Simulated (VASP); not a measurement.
VASP input:

KPOINTS:
```
Automatic mesh
0
Gamma
12 12 12
0 0 0
```

**POSCAR**
```
CoAl
1
    2.8362068358     0.0000000000    -0.0000000000
    0.0000000000     2.8362068358     0.0000000000
    0.0000000000    -0.0000000000     2.8362068358
Al Co
1 1
Direct
  0.5000000000   0.5000000000   0.5000000000
  0.0000000000   0.0000000000   0.0000000000
```

**INCAR**
```
SYSTEM = CoAl
PREC = Accurate; ENCUT = 520; LREAL = .False.
LASPH = .True.
EDIFF = 1E-6; NELM = 100; ALGO = Normal
LMAXMIX = 4
ISMEAR = 1; SIGMA = 0.1
GGA = MK; LUSE_VDW = .True.; AGGAC = 0.0
PARAM1 = 0.1234568; PARAM2 = 0.7114; ZAB_VDW = -1.8867
IBRION = 2; NSW = 60; ISIF = 3
EDIFFG = -0.01
LWAVE = .False.; LCHARG = .False.
```

POTCAR, in this order: Al Co (PBE.64 set). Program: vasp_std.

**Question.** Translate this rev-vdW-DF2 calculation to Quantum ESPRESSO's pw.x.

**Answer.** One equivalent input (not run):
```
&CONTROL
  calculation = 'vc-relax'
  pseudo_dir = './pseudo'
  outdir = './out'
  tprnfor = .true.
  tstress = .true.
  nstep = 60
  forc_conv_thr = 0.00039
/
&SYSTEM
  ibrav = 0
  nat = 2
  ntyp = 2
  ecutwfc = 96
  occupations = 'smearing'
  smearing = 'methfessel-paxton'
  degauss = 0.00735
  input_dft = 'vdw-df2-b86r'
/
&ELECTRONS
  conv_thr = 7.3e-08
  electron_maxstep = 100
/
&IONS
/
&CELL
/
ATOMIC_SPECIES
  Al 26.982 Al.upf
  Co 58.933 Co.upf
CELL_PARAMETERS angstrom
     2.8362068    0.0000000   -0.0000000
     0.0000000    2.8362068    0.0000000
     0.0000000   -0.0000000    2.8362068
ATOMIC_POSITIONS crystal
  Al   0.5000000  0.5000000  0.5000000
  Co   0.0000000  0.0000000  0.0000000
K_POINTS automatic
  12 12 12 0 0 0
```
What does not carry over: the potentials are each code's own (VASP's PAW set, PseudoDojo norm-conserving files in pw.x), so ENCUT and ecutwfc are chosen apart and not converted; conv_thr bounds pw.x's estimated SCF error, while EDIFF bounds the energy change between steps; forc_conv_thr acts on force components and is met together with etot_conv_thr.

The compound is CoAl in the CsCl type structure. It was relaxed first. The start is the result of an earlier pass.
